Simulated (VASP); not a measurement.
Method: r2SCAN meta-GGA, VASP's PBE PAW potentials (set 64) (plane waves; VASP 6.6.1).

Input for VASP

### INCAR
```
SYSTEM=Hf(001) slab
PREC=Normal; ENCUT=400; LREAL=.FALSE.
LASPH=.TRUE.
EDIFF=1E-5; NELM=100; NELMIN=4
ALGO=Normal; LMAXMIX=6; LMIXTAU=.TRUE.
ISMEAR=1; SIGMA=0.1
METAGGA=R2SCAN
IBRION=2; NSW=50; ISIF=2
EDIFFG=-0.03
LWAVE=.TRUE.; LCHARG=.FALSE.
DIPOL=0.5 0.5 0.5
LDIPOL=.TRUE.; IDIPOL=3
```

File POSCAR:
```
Hf(001) slab
1.0
  3.1919659488   0.0000000000   0.0000000000
 -1.5959829744   2.7643235615   0.0000000000
  0.0000000000   0.0000000000  25.0590041089
Hf
4
Cartesian
  1.5959845704   0.9214402657  11.2690592068
 -0.0000015960   1.8428832958   8.7481985704
  1.5959845704   0.9214402657  16.3108055385
 -0.0000015960   1.8428832958  13.7899449021
```

**KPOINTS**
```
Automatic
0
Gamma
  10 10 1
```

POTCAR, in this order: Hf_pv (PBE.64 set). Program: vasp_std.

The run wrote:

File OUTCAR:
```
 ion  position               nearest neighbor table
   1  0.667  0.333  0.450-   2 3.12   2 3.12   2 3.12   4 3.12   4 3.12   4 3.12
   2  0.333  0.667  0.349-   1 3.12   1 3.12   1 3.12
   3  0.667  0.333  0.651-   4 3.12   4 3.12   4 3.12
   4  0.333  0.667  0.550-   3 3.12   3 3.12   3 3.12   1 3.12   1 3.12   1 3.12
  LATTYP: Found a hexagonal cell.
 ALAT       =     3.1919659488
 C/A-ratio  =     7.8506489451
 Subroutine PRICEL returns:
 Original cell was already a primitive cell.
 Subroutine GETGRP returns: Found 12 space group operations
The static configuration has the point symmetry D_3d.
The dynamic configuration has the point symmetry D_3d.
 Subroutine INISYM returns: Found 12 space group operations
 Subroutine IBZKPT returns following result:
 Found     14 irreducible k-points:

 Following reciprocal coordinates:
            Coordinates               Weight
  0.000000  0.000000  0.000000      1.000000
  0.100000 -0.000000  0.000000      6.000000
  0.200000 -0.000000  0.000000      6.000000
  0.300000  0.000000  0.000000      6.000000
  0.400000  0.000000  0.000000      6.000000
  0.500000  0.000000  0.000000      3.000000
  0.100000  0.100000  0.000000      6.000000
  0.200000  0.100000  0.000000     12.000000
  0.300000  0.100000  0.000000     12.000000
  0.400000  0.100000  0.000000     12.000000
  0.200000  0.200000  0.000000      6.000000
  0.300000  0.200000  0.000000     12.000000
  0.400000  0.200000  0.000000      6.000000
  0.300000  0.300000  0.000000      6.000000
   k-points           NKPTS =     14   k-points in BZ     NKDIM =     14   number of bands    NBANDS=     24
   number of dos      NEDOS =    301   number of ions     NIONS =      4
   total plane-waves  NPLWV =  32256
   dimension x,y,z NGX =    16 NGY =   16 NGZ =  126
   dimension x,y,z NGXF=    32 NGYF=   32 NGZF=  252
   ions per type =               4
   PREC   = normal    normal or accurate (medium, high low for compatibility)
   ISTART =      0    job   : 0-new  1-cont  2-samecut
   ICHARG =      2    charge: 1-file 2-atom 10-const
   ISPIN  =      1    spin polarized calculation?
   LNONCOLLINEAR =      F non collinear calculations
   LSORBIT =      F    spin-orbit coupling
   INIWAV =      1    electr: 0-lowe 1-rand  2-diag
   ENCUT  =  400.0 eV  29.40 Ry    5.42 a.u.   5.21  5.21 40.86*2*pi/ulx,y,z
   NELM   =    100;   NELMIN=  4; NELMDL= -5     # of ELM steps
   EDIFF  = 0.1E-04   stopping-criterion for ELM
   LREAL  =      F    real-space projection
   NLSPLINE    = F    spline interpolate recip. space projectors
   LMAXMIX     =    6 max onsite mixed and CHGCAR
   VOSKOWN=      0    Vosko Wilk Nusair interpolation
   EDIFFG = -.3E-01   stopping-criterion for IOM
   NSW    =     50    number of steps for IOM
   NBLOCK =      1;   KBLOCK =     50    inner block; outer block
   IBRION =      2    ionic relax: 0-MD 1-quasi-New 2-CG
   NFREE  =      1    steps in history (QN), initial steepest desc. (CG)
   ISIF   =      2    stress and relaxation
   ISYM   =      2    0-nonsym 1-usesym 2-fastsym
   TEIN   =    0.0    initial temperature
   TEBEG  =    0.0;   TEEND  =   0.0 temperature during run
   SMASS  =  -3.00    Nose mass-parameter (am)
   PSTRESS=    0.0 pullay stress
   NELECT =      40.0000    total number of electrons
   EFERMI =   0.00;   METHOD = LEGACY
   ISMEAR =     1;   SIGMA  =   0.10  broadening in eV -4-tet -1-fermi 0-gaus
   IALGO  =     38    algorithm
   LDIAG  =      T    sub-space diagonalisation (order eigenvalues)
   IMIX   =      4    mixing-type and parameters
     AMIX     =   0.40;   BMIX     =  1.00
     AMIX_MAG =   1.60;   BMIX_MAG =  1.00
     AMIN     =   0.10
   METAGGA = R2SCAN    functional components
   VOSKOWN =     0    Vosko Wilk Nusair interpolation
...
```

**OSZICAR**
```
...
DAV:   8    -0.178483621554E+03    0.29222E-04   -0.15961E-04   824   0.352E-02    0.146E-01
DAV:   9    -0.178483579892E+03    0.41662E-04   -0.28140E-05   576   0.262E-02    0.144E-01
DAV:  10    -0.178483613534E+03   -0.33642E-04   -0.24986E-05   544   0.349E-02    0.152E-01
DAV:  11    -0.178483559853E+03    0.53681E-04   -0.97118E-05   632   0.462E-02    0.176E-01
DAV:  12    -0.178483855617E+03   -0.29576E-03   -0.21106E-03   736   0.177E-01    0.246E-01
DAV:  13    -0.178482647612E+03    0.12080E-02   -0.86073E-04   672   0.182E-01    0.152E-01
DAV:  14    -0.178482664563E+03   -0.16951E-04   -0.38918E-04   576   0.132E-01    0.161E-01
DAV:  15    -0.178482944331E+03   -0.27977E-03   -0.49415E-04   744   0.144E-01    0.238E-01
DAV:  16    -0.178482986611E+03   -0.42280E-04   -0.10525E-04   728   0.452E-02    0.291E-01
DAV:  17    -0.178483023363E+03   -0.36752E-04   -0.12286E-05   512   0.264E-02    0.298E-01
DAV:  18    -0.178483034180E+03   -0.10817E-04   -0.19093E-05   512   0.306E-02    0.321E-01
DAV:  19    -0.178482946305E+03    0.87875E-04   -0.48833E-05   528   0.644E-02    0.293E-01
DAV:  20    -0.178482859908E+03    0.86398E-04   -0.50515E-05   536   0.614E-02    0.303E-01
DAV:  21    -0.178482884210E+03   -0.24302E-04   -0.68850E-06   456   0.215E-02    0.299E-01
DAV:  22    -0.178482837338E+03    0.46872E-04   -0.30325E-05   512   0.335E-02    0.303E-01
DAV:  23    -0.178482736452E+03    0.10089E-03   -0.29518E-05   480   0.289E-02    0.277E-01
DAV:  24    -0.178482732485E+03    0.39663E-05   -0.20134E-06   432   0.883E-03
   9 F= -.17848273E+03 E0= -.17848369E+03  d E =-.581221E-02
       N       E                     dE             d eps       ncg     rms          rms(c)
DAV:   1    -0.178469286903E+03    0.13450E-01   -0.18251E+00   672   0.942E+00    0.919E-01
DAV:   2    -0.178470785148E+03   -0.14982E-02   -0.10180E-01   696   0.198E+00    0.640E-01
DAV:   3    -0.178476303265E+03   -0.55181E-02   -0.51240E-03   824   0.397E-01    0.372E-01
DAV:   4    -0.178477966894E+03   -0.16636E-02   -0.50826E-04   928   0.111E-01    0.271E-01
DAV:   5    -0.178480041573E+03   -0.20747E-02   -0.20711E-03   920   0.185E-01    0.298E-01
DAV:   6    -0.178481434577E+03   -0.13930E-02   -0.85855E-04   728   0.149E-01    0.136E-01
DAV:   7    -0.178481928723E+03   -0.49415E-03   -0.24339E-04   768   0.763E-02    0.127E-01
DAV:   8    -0.178481969962E+03   -0.41239E-04   -0.26644E-04   784   0.866E-02    0.308E-02
DAV:   9    -0.178482010436E+03   -0.40474E-04   -0.13014E-04   640   0.640E-02    0.714E-02
DAV:  10    -0.178482035428E+03   -0.24992E-04   -0.22893E-05   560   0.289E-02    0.519E-02
DAV:  11    -0.178482071298E+03   -0.35870E-04   -0.97159E-06   472   0.217E-02    0.230E-02
DAV:  12    -0.178482083193E+03   -0.11895E-04   -0.11614E-05   432   0.152E-02    0.755E-03
DAV:  13    -0.178482092097E+03   -0.89043E-05   -0.24310E-06   392   0.830E-03
  10 F= -.17848209E+03 E0= -.17848300E+03  d E =-.517182E-02
       N       E                     dE             d eps       ncg     rms          rms(c)
DAV:   1    -0.178477569659E+03    0.45135E-02   -0.70676E-01   672   0.586E+00    0.576E-01
DAV:   2    -0.178486316187E+03   -0.87465E-02   -0.42576E-02   688   0.125E+00    0.316E-01
DAV:   3    -0.178484698871E+03    0.16173E-02   -0.48580E-03   784   0.359E-01    0.309E-01
DAV:   4    -0.178483682839E+03    0.10160E-02   -0.22492E-03   896   0.188E-01    0.206E-01
DAV:   5    -0.178481604015E+03    0.20788E-02   -0.70316E-04   688   0.162E-01    0.129E-01
DAV:   6    -0.178481592567E+03    0.11448E-04   -0.12753E-03   680   0.197E-01    0.814E-02
DAV:   7    -0.178481722421E+03   -0.12985E-03   -0.13647E-04   888   0.497E-02    0.121E-01
DAV:   8    -0.178481802638E+03   -0.80217E-04   -0.43760E-06   520   0.141E-02    0.123E-01
DAV:   9    -0.178481823440E+03   -0.20802E-04   -0.79526E-06   424   0.257E-02    0.932E-02
DAV:  10    -0.178482174711E+03   -0.35127E-03   -0.47631E-04   776   0.180E-01    0.140E-01
DAV:  11    -0.178482250696E+03   -0.75985E-04   -0.69999E-05   896   0.578E-02    0.178E-01
DAV:  12    -0.178482223444E+03    0.27252E-04   -0.52529E-06   480   0.187E-02    0.170E-01
DAV:  13    -0.178482466197E+03   -0.24275E-03   -0.55781E-04   560   0.128E-01    0.161E-01
DAV:  14    -0.178482564458E+03   -0.98261E-04   -0.49690E-05   672   0.387E-02    0.135E-01
DAV:  15    -0.178482596714E+03   -0.32256E-04   -0.74846E-06   448   0.235E-02    0.148E-01
DAV:  16    -0.178482587510E+03    0.92036E-05   -0.47544E-05   656   0.578E-02
  11 F= -.17848259E+03 E0= -.17848349E+03  d E =-.566723E-02
       N       E                     dE             d eps       ncg     rms          rms(c)
DAV:   1    -0.178482381637E+03    0.21508E-03   -0.31402E-02   672   0.124E+00    0.129E-01
DAV:   2    -0.178481516362E+03    0.86527E-03   -0.21946E-03   672   0.297E-01    0.104E-01
DAV:   3    -0.178481987066E+03   -0.47070E-03   -0.12319E-04   672   0.681E-02    0.587E-02
DAV:   4    -0.178482205831E+03   -0.21876E-03   -0.10530E-04   560   0.785E-02    0.383E-02
DAV:   5    -0.178482295218E+03   -0.89388E-04   -0.10889E-05   464   0.232E-02    0.275E-02
DAV:   6    -0.178482431566E+03   -0.13635E-03   -0.44669E-05   552   0.524E-02    0.219E-02
DAV:   7    -0.178482642835E+03   -0.21127E-03   -0.86341E-05   552   0.625E-02    0.829E-03
DAV:   8    -0.178482621757E+03    0.21078E-04   -0.18151E-05   448   0.364E-02    0.784E-03
DAV:   9    -0.178482640421E+03   -0.18664E-04   -0.21699E-05   504   0.377E-02    0.409E-03
DAV:  10    -0.178482646642E+03   -0.62209E-05   -0.40310E-06   408   0.173E-02
  12 F= -.17848265E+03 E0= -.17848356E+03  d E =-.572636E-02
       N       E                     dE             d eps       ncg     rms          rms(c)
DAV:   1    -0.178475535722E+03    0.71047E-02   -0.12227E+00   672   0.745E+00    0.874E-01
DAV:   2    -0.178481554165E+03   -0.60184E-02   -0.66122E-02   736   0.158E+00    0.313E-01
DAV:   3    -0.178483116897E+03   -0.15627E-02   -0.34280E-02   928   0.715E-01    0.761E-01
DAV:   4    -0.178481795335E+03    0.13216E-02   -0.35259E-03   896   0.275E-01    0.483E-01
DAV:   5    -0.178482060194E+03   -0.26486E-03   -0.19845E-04   928   0.836E-02    0.399E-01
DAV:   6    -0.178482172602E+03   -0.11241E-03   -0.27300E-03   840   0.201E-01    0.634E-02
DAV:   7    -0.178482319486E+03   -0.14688E-03   -0.23194E-04   808   0.953E-02    0.507E-02
DAV:   8    -0.178482426531E+03   -0.10704E-03   -0.37422E-05   688   0.426E-02    0.448E-02
DAV:   9    -0.178482645783E+03   -0.21925E-03   -0.70659E-05   608   0.458E-02    0.400E-02
DAV:  10    -0.178482645335E+03    0.44823E-06   -0.14905E-05   456   0.211E-02
  13 F= -.17848265E+03 E0= -.17848354E+03  d E =0.130705E-05
       N       E                     dE             d eps       ncg     rms          rms(c)
DAV:   1    -0.178481170970E+03    0.14748E-02   -0.31981E-01   672   0.381E+00    0.450E-01
DAV:   2    -0.178482020874E+03   -0.84990E-03   -0.17749E-02   744   0.812E-01    0.172E-01
DAV:   3    -0.178482673601E+03   -0.65273E-03   -0.95139E-03   928   0.400E-01    0.390E-01
DAV:   4    -0.178482104431E+03    0.56917E-03   -0.10884E-03   816   0.175E-01    0.256E-01
DAV:   5    -0.178482254922E+03   -0.15049E-03   -0.79750E-05   816   0.563E-02    0.207E-01
DAV:   6    -0.178482554710E+03   -0.29979E-03   -0.71056E-04   792   0.112E-01    0.311E-02
DAV:   7    -0.178482627073E+03   -0.72364E-04   -0.75071E-05   640   0.589E-02    0.286E-02
DAV:   8    -0.178482769770E+03   -0.14270E-03   -0.48741E-05   552   0.517E-02    0.377E-02
DAV:   9    -0.178483012671E+03   -0.24290E-03   -0.15579E-04   552   0.689E-02    0.165E-02
DAV:  10    -0.178483027209E+03   -0.14538E-04   -0.22526E-05   544   0.313E-02    0.277E-02
DAV:  11    -0.178483005127E+03    0.22082E-04   -0.15194E-05   448   0.262E-02    0.695E-03
DAV:  12    -0.178483018739E+03   -0.13612E-04   -0.50306E-06   400   0.193E-02    0.560E-03
DAV:  13    -0.178483021792E+03   -0.30529E-05   -0.24966E-06   392   0.125E-02
  14 F= -.17848302E+03 E0= -.17848392E+03  d E =-.375150E-03
```

OUTCAR:
```
------------------------ aborting loop because EDIFF is reached ----------------------------------------
  FORCE on cell =-STRESS in cart. coord.  units (eV):
  Direction    XX          YY          ZZ          XY          YZ          ZX
  --------------------------------------------------------------------------------------
  Total       -1.1692637     -1.1692637      0.0325748      0.0000000      0.0000000     -0.0000000
  in kB       -8.4725106     -8.4725104      0.2360377      0.0000000      0.0000000     -0.0000000
  external PRESSURE =      -5.5696611 kB  Pullay stress =       0.0000000 kB
  volume of cell :      221.11
      direct lattice vectors                 reciprocal lattice vectors
     3.191965949  0.000000000  0.000000000     0.313286550  0.180876077  0.000000000
    -1.595982974  2.764323561  0.000000000     0.000000000  0.361752153  0.000000000
     0.000000000  0.000000000 25.059004109     0.000000000  0.000000000  0.039905816
 POSITION                                       TOTAL-FORCE (eV/Angst)
 -----------------------------------------------------------------------------------
      1.59598      0.92144     11.19866         0.000000     -0.000000      0.001569
     -0.00000      1.84288      8.85521        -0.000000      0.000000     -0.010790
      1.59598      0.92144     16.20380        -0.000000     -0.000000      0.010790
     -0.00000      1.84288     13.86035        -0.000000      0.000000     -0.001569
 -----------------------------------------------------------------------------------
    total drift:                                0.000000      0.000000      0.000000
  FREE ENERGIE OF THE ION-ELECTRON SYSTEM (eV)
  ---------------------------------------------------
  free  energy   TOTEN  =      -178.4830217920 eV

  energy  without entropy=     -178.4857127086  energy(sigma->0) =     -178.48391876

 reached required accuracy - stopping structural energy minimisation
```
(Selected blocks of OUTCAR.)

CONTCAR:
```
Hf(001) slab
   1.00000000000000
     3.1919659488000001    0.0000000000000000    0.0000000000000000
    -1.5959829744000000    2.7643235614999999    0.0000000000000000
     0.0000000000000000    0.0000000000000000   25.0590041089000017
  Hf
     4
Direct
     0.6666669999999968    0.3333330000000032    0.4468916116932851
     0.3333330000000032    0.6666669999999968    0.3533742473749444
     0.6666669999999968    0.3333330000000032    0.6466257526250554
     0.3333330000000032    0.6666669999999968    0.5531083883067149
```

The cell is a thin slab with vacuum, built from Hf (hcp): (001) face.
